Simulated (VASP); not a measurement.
An input for Quantum ESPRESSO's pw.x (written as the equivalent of a VASP run, and not itself run):

```
&CONTROL
  calculation = 'scf'
  pseudo_dir = './pseudo'
  outdir = './out'
  tprnfor = .true.
  tstress = .true.
/
&SYSTEM
  ibrav = 0
  nat = 1
  ntyp = 1
  ecutwfc = 68
  occupations = 'smearing'
  smearing = 'methfessel-paxton'
  degauss = 0.00735
  input_dft = 'pbe'
/
&ELECTRONS
  conv_thr = 7.3e-08
  electron_maxstep = 100
/
ATOMIC_SPECIES
  Sr 87.620 Sr.upf
CELL_PARAMETERS angstrom
     0.0000000    3.1008000    3.1008000
     3.1008000    0.0000000    3.1008000
     3.1008000    3.1008000    0.0000000
ATOMIC_POSITIONS crystal
  Sr   0.0000000  0.0000000  0.0000000
K_POINTS automatic
  9 9 9 0 0 0
```

Write the VASP files for the same calculation (PBE).

This is not unique; one that fits is 
**POSCAR**
```
Sr
1
    0.0000000000     3.1008000000     3.1008000000
    3.1008000000     0.0000000000     3.1008000000
    3.1008000000     3.1008000000     0.0000000000
Sr
1
Direct
  0.0000000000   0.0000000000   0.0000000000
```

KPOINTS:
```
Regular mesh
0
gamma
 9 9 9
0 0 0
```

INCAR:
```
! general
SYSTEM  = Sr
PREC    = Accurate
ENCUT   = 500
LREAL   = F
LASPH   = T

! electronic loop
EDIFF   = 1E-6
NELM    = 100
ALGO    = Normal
LMAXMIX = 4

! smearing
ISMEAR  = 1
SIGMA   = 0.1

! functional
GGA     = PE

! ions
ISIF    = 2

! output
LWAVE   = F
LCHARG  = F
```

POTCAR, in this order: Sr_sv (PBE.64 set). Program: vasp_std.

What does not carry over: the potentials are each code's own (VASP's PAW set, PseudoDojo norm-conserving files in pw.x), so ENCUT and ecutwfc are chosen apart and not converted; conv_thr bounds pw.x's estimated SCF error, while EDIFF bounds the energy change between steps.

The compound is Sr in the fcc structure. The cell was not relaxed at this level. The run is one of a series of settings (ENCUT = 500 against the base run), some of them coarse on purpose.
